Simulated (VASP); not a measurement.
Consider the following.

```yaml
crystal:
  lattice:
    - [1.87493, 1.08249, 8.09441]
    - [-1.87493, 1.08249, 8.09441]
    - [0.00000, -2.16498, 8.09441]
  atoms:
    - { symbol: Ga, position: [0.94983, 0.94983, 0.94983] }
    - { symbol: Ga, position: [0.04982, 0.04982, 0.04982] }
    - { symbol: Se, position: [0.23497, 0.23497, 0.23497] }
    - { symbol: Se, position: [0.43138, 0.43138, 0.43138] }
```

Level of theory: PBEsol GGA, VASP's PBE PAW potentials (set 64) (plane waves; VASP). Run with 400 eV cut-off, 8×8×8 Γ-centred mesh, tetrahedra with Blöchl corrections, potentials Ga_d Se.

The cores are frozen, which limits the accuracy of field gradients. Without a dispersion term in the relaxation, distances and binding between the weakly bound layers, chains or molecules are unreliable, and so is what depends on them.

Question: Give the principal components of the electric field gradient (V/Å²) and the asymmetry η at each nucleus.

Answer: 
```json
[
 {"atom": "Ga1", "Vxx": "37.3", "Vyy": "37.3", "Vzz": "-74.5", "η": "0.00"},
 {"atom": "Ga2", "Vxx": "37.3", "Vyy": "37.3", "Vzz": "-74.6", "η": "0.00"},
 {"atom": "Se3", "Vxx": "46.5", "Vyy": "46.5", "Vzz": "-93.0", "η": "0.00"},
 {"atom": "Se4", "Vxx": "45.5", "Vyy": "45.5", "Vzz": "-90.9", "η": "0.00"}
]
```

The structure comes from a computed database's GaSe entry (R3m); how it stands against other phases isn't given here. It was relaxed first, which changed the volume by -8 %.
